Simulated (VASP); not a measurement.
These are r2SCAN meta-GGA, VASP's PBE PAW potentials (set 64) (plane waves; VASP) values and carry that method's errors.

A VASP calculation is set up with these files.

KPOINTS:
```
Regular mesh
0
G
 7 7 2
```

### INCAR
```
! general
SYSTEM =InGa3N4
PREC   =Accurate
ENCUT  =520
LREAL  =F
LASPH  =T

! electronic loop
EDIFF  =1E-6
NELM   =100
ALGO   =Normal
LMAXMIX=4
LMIXTAU=T

! smearing
ISMEAR =0
SIGMA  =0.05

! functional
METAGGA=R2SCAN

! ions
IBRION =2
NSW    =60
ISIF   =3
EDIFFG =-0.02

! output
LWAVE  =F
LCHARG =F
```

**POSCAR**
```
InGa3N4
1.0
  3.2655972184   0.0000000000   0.0000000000
 -1.6327986092   2.8280899232   0.0000000000
  0.0000000000   0.0000000000  10.7040133114
In Ga N
1 3 4
Direct
  0.0000000000   0.0000000000   0.9982437280
  0.6666670000   0.3333330000   0.2593355684
  0.6666670000   0.3333330000   0.7380361068
  0.0000000000   0.0000000000   0.4984754421
  0.6666670000   0.3333330000   0.0800082197
  0.6666670000   0.3333330000   0.5558664044
  0.0000000000   0.0000000000   0.3164677684
  0.0000000000   0.0000000000   0.7953667621
```

POTCAR, in this order: In_d Ga_d N (PBE.64 set). Program: vasp_std.

Problem. What will the output report for the number of irreducible k-points (NKPTS), number of bands (NBANDS), largest plane-wave count, number of space-group operations, FFT grid (NGX, NGY, NGZ)?

Solution. 
number of irreducible k-points (NKPTS): 16
number of bands (NBANDS): 43
largest plane-wave count: 2694
number of space-group operations: 6
FFT grid (NGX, NGY, NGZ): 24 × 24 × 80

The structure comes from a computed database's InGa3N4 entry (P3m1); how it stands against other phases isn't given here. This run relaxes it. Symmetry was kept, so distortions that lower it aren't found. The start is the result of an earlier pass.
